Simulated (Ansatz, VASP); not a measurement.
# CeO2 in two plane-wave programs, part 2 of 2

Wanted: the spread between two codes on one cell, functional and k mesh. The start cell is built, not measured: As first built, before any earlier steps moved the atoms (in the runner's words): it takes the HfO2 structure with some of its atoms replaced by other elements, volume scaled by an estimate. The cell is taken from a series of VASP runs on this material, whose earlier steps may have relaxed, scaled or displaced it; both programs get it as it stands. Other levels of theory on this material are compared in a session of their own.

VASP 6.6.1 and Ansatz 0.2.0.

So far. Step 2 (VASP: band structure, PBEsol): At this level the cell is under a tension of 6.9 GPa, so at these settings it is away from equilibrium.

In doubt: the elements are of a kind flagged for part-filled d or f shells, though by formal charges that shell is empty here, so the flag may not apply; the elements are of a kind flagged for part-filled d or f shells, though by formal charges that shell is empty here, so the flag may not apply.

**3. Ansatz: band structure, PBEsol**

Level of this step: Ansatz beside VASP: Kohn-Sham DFT, plane waves, PBEsol (Ansatz).

Ansatz runs on its default PAW (the set named soft_2) files.

The same cell, functional, mesh and smearing now go to Ansatz, which takes its cutoff from its data sets.

The input, input.yaml:

```yaml
crystal:
  lattice:
    - [0.0, 2.7339160838, 2.7339160838]
    - [2.7339160838, 0.0, 2.7339160838]
    - [2.7339160838, 2.7339160838, 0.0]
  atoms:
    - { symbol: Ce, position: [0.0, 0.0, 0.0], spin: 1.0 }
    - { symbol: O, position: [0.25, 0.25, 0.25] }
    - { symbol: O, position: [0.75, 0.75, 0.75] }
hamiltonian:
  xc: pbesol
  pseudopotentials: { kind: paw }
magnetization:
  spin_polarized: true
kpoints:
  mp_grid: { grid: [4, 4, 4] }
  band_path:
    path:
      - [0.0, 0.0, 0.0]
      - [0.16667, 0.0, 0.16667]
      - [0.33333, 0.0, 0.33333]
      - [0.5, 0.0, 0.5]
      - [0.5, 0.08333, 0.58333]
      - [0.5, 0.18333, 0.68333]
      - [0.5, 0.25, 0.75]
      - [0.45, 0.3, 0.75]
      - [0.40833, 0.34167, 0.75]
      - [0.35, 0.35, 0.7]
      - [0.225, 0.225, 0.45]
      - [0.075, 0.075, 0.15]
      - [0.03333, 0.03333, 0.03333]
      - [0.23333, 0.23333, 0.23333]
      - [0.4, 0.4, 0.4]
      - [0.51667, 0.46667, 0.51667]
      - [0.55833, 0.38333, 0.55833]
      - [0.60833, 0.28333, 0.60833]
      - [0.60833, 0.25, 0.64167]
      - [0.55833, 0.25, 0.69167]
      - [0.51667, 0.25, 0.73333]
      - [0.5, 0.3, 0.7]
      - [0.5, 0.38333, 0.61667]
      - [0.5, 0.48333, 0.51667]
      - [0.475, 0.475, 0.55]
      - [0.425, 0.425, 0.65]
      - [0.38333, 0.38333, 0.73333]
      - [0.59167, 0.18333, 0.59167]
      - [0.55, 0.1, 0.55]
      - [0.5, 0.0, 0.5]
    npoints: 1
scf:
  occupations: { method: gaussian, width: 0.02 }
  n_extra_bands: 9
output:
  forces: true
  stress: true
  eigenvalues: true
  write_density: true
  write_potential: true
  elf: true
  volumetric_format: npy
```

Run with:

```console
ansatz run input.yaml --threads 2 --pin off --max-ram 4608MiB --backend cpu --events-out ev --progress --plain --runs-dir out
```

Numbers of over 12 decimals in the logs are rounded to 6 here.

The log of the run:

```text
scf.n_extra_bands = 9 over 12 filled bands (N_el = 24.0): the run solves 21 bands
Engine: ansatz 0.2.0, aarch64-unknown-linux-gnu
Pseudopotentials: kind: paw
Pseudopotential: Ce, paw, valence charge 12, recommended cutoff 420 eV (normal), Ce.paw.azcp
Pseudopotential: O, paw, valence charge 6, recommended cutoff 420 eV (normal), O.paw.azcp
Functional definition: PBEsol
  exchange = pbesol_x
  correlation = pbesol_c
Crystal: 3 atoms, lattice volume = 40.868 Å³
Basis set: ecut = 420 eV, 821 PW (Γ), exchange–correlation on 54×54×54 points (8 copies of the dense FFT grid, shifted against one another)
Bands: 21, of which v1, the nominal top of the filled ones, is band 12 counted from 1 (11 counted from 0)
Symmetry: 48 space group operations
Space group: Fm-3m (ITA 225), of the structure as read, at distance tolerance 3.4e-5 Å
Magnetic group: BNS 225.116 (UNI 1618), of the structure as read, at distance tolerance 3.4e-5 Å
k-points: 8 of 64
Non-local potential: Ce, projectors of the file, l = 0: 3, l = 1: 2, l = 2: 2, l = 3: 3
Non-local potential: O, projectors of the file, l = 0: 2, l = 1: 2, l = 2: 1
PAW form: soft (Blöchl's): semilocal exchange-correlation on the pseudo side does not see the compensation charge
PAW frozen core: Ce, regenerated for the run's functional, and the local potential with it (the file was generated under x = pbe(κ = 0.804, μ = 0.219515), c = pbe(β = 0.066725))
PAW frozen core: O, regenerated for the run's functional, and the local potential with it (the file was generated under x = pbe(κ = 0.804, μ = 0.219515), c = pbe(β = 0.066725))
PAW one-centre angular grid: Ce, 590 points (default); XC on 64 Gauss nodes
PAW one-centre angular grid: O, 110 points (default); XC on 64 Gauss nodes
Initial density: superposition of atomic densities (chi_scale 0.1, normalization cell, long waves kept (reshape's long-wave potential 0.00 eV rms))
Starting moments: Σ|m| = 1 μB on 1 of 3 sites
Initial wavefunctions: pseudopotential atomic-orbital guess
Functional: x = pbesol(κ = 0.804, μ = 0.123457), c = pbesol(β = 0.046)
SCF iter   1: F=—  HF=-7613.382272 eV  |F-HF|=—  |Δ(HF+E_count)|=         —  Δρ=9.79e-2 (↑9.79e-2 ↓8.50e-2)  dr2=4.66e0  dr2_m=5.50e-1  M=0.000 μB ∫|m|=0.047 μB  β_m=0.30  ethr=3.10e-3  ⟨swp⟩=5.9  Hψ=1473  notcnv=0
Mixer restart at iter 1: flushing history
preconditioner: auto → none  [insulator: Δε(μ)=2.702 eV  Ē_g=11.916 eV  σ=0.020 eV  W_gap=1.00  n_scr=14 (ndim 8)  ℏωp=27.2 eV  f_vac=0.002  D(μ)=0.00/eV (n_scr^D=0)  ε∞_Penn≈6.2]
SCF iter   2: F=—  HF=-7612.348221 eV  |F-HF|=—  |Δ(HF+E_count)|=    1.03e0  Δρ=5.93e-2 (↑5.80e-2 ↓5.93e-2)  dr2=1.21e0  dr2_m=2.70e-1  M=0.000 μB ∫|m|=0.044 μB  β_m=0.45  ethr=3.10e-3  ⟨swp⟩=4.0  Hψ=950  notcnv=0  defer=30
SCF iter   3: F=—  HF=-7611.955356 eV  |F-HF|=—  |Δ(HF+E_count)|=   3.93e-1  Δρ=2.35e-2 (↑2.19e-2 ↓2.35e-2)  dr2=3.62e-1  dr2_m=3.85e-2  M=0.000 μB ∫|m|=0.025 μB  β_m=0.44  ethr=3.10e-3  ⟨swp⟩=3.0  Hψ=733  notcnv=0  defer=30
SCF iter   4: F=—  HF=-7611.882784 eV  |F-HF|=—  |Δ(HF+E_count)|=   7.26e-2  Δρ=8.15e-3 (↑3.76e-3 ↓8.15e-3)  dr2=2.09e-2  dr2_m=4.06e-3  M=0.000 μB ∫|m|=0.016 μB  β_m=0.54  ethr=1.51e-3  ⟨swp⟩=3.4  Hψ=712  notcnv=0  defer=32
SCF iter   5: F=—  HF=-7611.888883 eV  |F-HF|=—  |Δ(HF+E_count)|=   6.10e-3  Δρ=1.38e-3 (↑8.50e-4 ↓1.38e-3)  dr2=4.81e-4  dr2_m=1.59e-4  M=0.000 μB ∫|m|=0.008 μB  β_m=0.68  ethr=8.72e-5  ⟨swp⟩=3.1  Hψ=765  notcnv=0  defer=32
SCF iter   6: F=—  HF=-7611.889928 eV  |F-HF|=—  |Δ(HF+E_count)|=   1.04e-3  Δρ=5.10e-4 (↑3.13e-4 ↓5.10e-4)  dr2=2.36e-4  dr2_m=7.43e-6  M=0.000 μB ∫|m|=0.003 μB  β_m=0.84  ethr=2.01e-6  ⟨swp⟩=2.1  Hψ=628  notcnv=0  defer=32
SCF iter   7: F=—  HF=-7611.890248 eV  |F-HF|=—  |Δ(HF+E_count)|=   3.20e-4  Δρ=2.00e-4 (↑1.06e-4 ↓2.00e-4)  dr2=3.80e-5  dr2_m=1.10e-6  M=0.000 μB ∫|m|=0.001 μB  β_m=0.92  ethr=9.83e-7  ⟨swp⟩=2.0  Hψ=640  notcnv=0  defer=32
SCF iter   8: F=—  HF=-7611.890963 eV  |F-HF|=—  |Δ(HF+E_count)|=   7.14e-4  Δρ=3.95e-5 (↑3.43e-5 ↓3.95e-5)  dr2=2.45e-6  dr2_m=7.58e-9  M=0.000 μB ∫|m|=0.000 μB  β_m=0.96  ethr=1.58e-7  ⟨swp⟩=2.0  Hψ=640  notcnv=0  defer=32
SCF iter   9: F=—  HF=-7611.890967 eV  |F-HF|=—  |Δ(HF+E_count)|=   3.84e-6  Δρ=5.73e-6 (↑5.73e-6 ↓1.49e-6)  dr2=2.48e-8  dr2_m=1.99e-9  M=0.000 μB ∫|m|=0.000 μB  β_m=0.98  ethr=1.02e-8  ⟨swp⟩=2.0  Hψ=528  notcnv=0  defer=32
SCF iter  10: F=—  HF=-7611.890967 eV  |F-HF|=—  |Δ(HF+E_count)|=   4.26e-8  Δρ=2.55e-6 (↑2.55e-6 ↓1.82e-6)  dr2=8.34e-9  dr2_m=8.97e-11  M=0.000 μB ∫|m|=0.000 μB  β_m=0.99  ethr=1.03e-10  ⟨swp⟩=2.0  Hψ=523  notcnv=0  defer=32
SCF iter  11: F=-7611.890967 eV  HF=-7611.890967 eV  |F-HF|=2.17e-9  |Δ(HF+E_count)|=   6.81e-9  Δρ=1.12e-6 (↑1.12e-6 ↓1.11e-6)  dr2=2.23e-9  dr2_m=2.32e-13  M=0.000 μB ∫|m|=0.000 μB  ethr=3.48e-11  ⟨swp⟩=10.6  Hψ=2171  notcnv=0
SCF 1 converged in 11 iterations: F = -7611.890967 eV  dr2 = 2.23e-9
  greatest PAW one-centre occupation: 0.988 electrons in one spin orbital (limit 2), on the Ce atom at site 0 (counted from 0), in its partial waves of l = 0
WARN: the starting moments were not kept: the SCF closed with an absolute magnetisation of 3.0e-7 μB, where they sum to 1 μB in size (1 site). That is at most 0.1 of that sum. Measured as dr2_m measures the in/out step, that magnetisation stands 2.4e-14 eV from none, at or under the dr2_threshold of 1.0e-7 eV: it is no larger than a step whose dr2_m would equal this threshold. The system may hold no moment; this SCF  [...]
NSCF: frozen V_eff on 30 k-points
SCF converged after 11 iterations
Magnetization: 0.0000 μB (12.0000 up, 12.0000 down)
Absolute magnetization: 0.0000 μB (∫|ρ↑−ρ↓|, with the PAW one-centre terms)
Spin contamination: 0.0000 ħ² per cell (⟨S²⟩ above its minimum at these occupations)
Per-site moments (μB) at R_I (Å): [(-3.06751884024581e-8, 0.976652), (5.3312589503584606e-8, 0.976652), (5.3312589557502534e-8, 0.976652)]
Free energy (F): -7611.890967 eV
Harris-Foulkes:  -7611.890967 eV  (|F-HF|=2.17e-9)
Internal energy: -7611.890967 eV  (E = F + TS)
E sigma→0 (E₀):  -7611.890967 eV
Fermi energy:    11.493759 eV
--- Per-component energies (eV) ---
  E_band       = 16.508102
  E_kinetic    = 735.014042
  E_local      = -940.928726  (includes V_loc(G=0)·N_el)
  E_nonlocal   = 34.671271
  E_hartree    = 330.924443
  E_xc         = -375.046641
  E_vxc        = -443.760651  (∫ρ·V_xc dr)
  E_paw        = -5685.370123  (= ΣΔE_a)
  E_vpaw       = -30.341646  (= ΣTr[D̂ρ^β])
  E_aug_tail   = 0.004790  (compensation charges beyond the density's cutoff)
  E_ewald      = -1711.456894
  E_core_change = 0.296871  (= ΣΔE_core)
  E_smearing   = -0.000000  (= −TS)
  E_closure    = 0.000000  (closes the sum)
  Σ components = -7611.890967   (vs F -7611.890967, Δ=0.00e0)
--- Forces (eV/Å), atoms counted from 1 ---
  atom   1  Ce    -0.00000000     0.00000000    -0.00000000
  atom   2  O      0.00000000     0.00000000    -0.00000000
  atom   3  O     -0.00000000    -0.00000000    -0.00000000
  max |Σ_I F_I| component: 1.85e-17 eV/Å
--- Stress (GPa, compression-positive) ---
       -6.806722       0.000000       0.000000
        0.000000      -6.806722       0.000000
       -0.000000       0.000000      -6.806722
  P = ⅓ Tr σ = -6.8067 GPa (-68.067 kbar)
--- Band table (eV; the first three rows and the last of 16) ---
  k-point 0 ↑: bands = [... 8 lower, 6.7984, 9.9761, 9.9761, 9.9761, 12.7340, 12.7340, 12.7340, 12.9829, ... 5 higher]
  k-point 1 ↑: bands = [... 8 lower, 8.0636, 9.5662, 9.8049, 9.8049, 12.6742, 12.6742, 12.7385, 12.9144, ... 5 higher]
  k-point 2 ↑: bands = [... 8 lower, 9.2816, 9.3469, 9.7649, 9.7649, 12.4352, 12.6069, 12.6069, 12.7430, ... 5 higher]
  k-point 7 ↓: bands = [... 8 lower, 9.5019, 9.5019, 9.8705, 9.9254, 12.5046, 12.6153, 12.6153, 12.8439, ... 5 higher]
```

The job ended after 2.1 s (2 threads of Arm Neoverse V1, shared host; peak memory 0.33 GiB; 3.7 s of CPU time).

**4. Comparison**

Known differences besides the potentials themselves: the cutoff is 420 eV in Ansatz and 520 eV in VASP; Ansatz makes its cores anew for this functional, VASP keeps those of its PBE data sets; VASP leaves aspherical gradient terms in its spheres out (LASPH is not set), Ansatz keeps them. Total energies have different zeros and are not compared.

Compared:

| quantity | Ansatz | VASP | difference |
| --- | --- | --- | --- |
| pressure (GPa) | -6.81 | -6.87 | +0.06 |
| pressure without Ansatz's Pulay correction (GPa) | -7.41 | -6.87 | -0.55 |

Ansatz's pressure holds a Pulay correction of 0.61 GPa; VASP's holds none.

**5. Summary of results**

* difference in pressure (band structure, PBEsol): 0.061 GPa

The difference in pressure is 0.061 GPa (band structure, PBEsol), within the 1 GPa picked in this series as the mark of a large difference. 3 further runs of this series are not shown here. How closely two codes agree says nothing of how well the functional describes the real material.

[Lines on the potential files, build, host, timing and source positions are cut from VASP's logs without a mark.]

[Logs are printed without paths, hosts, clocks, repeated set-up lines and the standing remarks that a program may print on its own settings, such as how far it seeks lower states.]

[Hosts, paths, dates, database ids (printed as entryN), source tags and the programs' standing remarks are cut or masked in the printed files.]
